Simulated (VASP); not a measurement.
The system is Pt2F.

```
Pt F
1.0
     0.00000    2.85243    2.85243
     2.85243    0.00000    2.85243
     2.85243    2.85243    0.00000
Pt F
2 1
Direct
  0.25000 0.25000 0.25000
  0.75000 0.75000 0.75000
  0.00000 0.00000 0.00000
```

The cell was built by a generator and needn't be a form met in nature.

```yaml
Program: VASP 6.6.1
Task: relaxation of cell and atoms
Functional: RPBE
Potentials_or_basis: VASP PAW PBE potentials, release 64 (Pt, F)
Cutoff: 600 eV
k_mesh: 8 × 8 × 8
Occupations: gaussian, width 0.05 eV
Spin: no spin polarisation
```

At the start: pressure 3.8 GPa; volume 15.47 Å³/atom.

Task: How do energy, volume and symmetry change on relaxing?

Result: Over 3 steps the energy falls by 5.6 meV/atom and the volume is 15.96 Å³/atom (+3.1 %); space group Fm-3m (No. 225, to 0.05 Å).

The path:
| step | energy change (eV) | largest force (eV/Å) | pressure (GPa) | volume (Å³) |
| --- | --- | --- | --- | --- |
| 1 | 0.0000 | 0.0000 | 3.81 | 46.42 |
| 2 | -0.0086 | 0.0000 | -2.36 | 48.93 |
| 3 | -0.0167 | 0.0000 | 0.00 | 47.87 |

Final structure:
```xyz
3
Lattice="0.0000 2.8818 2.8818 2.8818 0.0000 2.8818 2.8818 2.8818 0.0000" Properties=species:S:1:pos:R:3 pbc="T T T"
Pt    1.4409    1.4409    1.4409
Pt    4.3228    4.3228    4.3228
F     0.0000    0.0000    0.0000
```

Caveat: the PAW data sets were made with another functional, which shifts forces and pressure a little; an odd number of electrons without spin polarisation forces a metal; a magnetic or distorted state may lie lower.
